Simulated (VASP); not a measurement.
Take NaH (rock salt), without spin-orbit terms, in VASP with PAW potentials, and its band gap. mBJ is a potential without an energy functional, so only the levels count.

### Question
One run gives 4.43 eV. Which level is it?
(A) optB88-vdW (own cell)
(B) B3LYP (PBE cell)
(C) r2SCAN (own cell)
(D) mBJ (TB09) (PBE cell)

### Answer
C, r2SCAN (own cell).  The others give 6.62 (mBJ (TB09) (PBE cell)), 5.45 (B3LYP (PBE cell)), 4.02 (optB88-vdW (own cell)).

Only levels that ran to the end are used. Left out are those held back, those with too coarse a band path, GW runs whose mesh misses a band edge, hybrids' fits of cells that aren't cubic and levels without matching references; a question may draw on a part of the rest.

The compound is NaH in the rock salt structure.
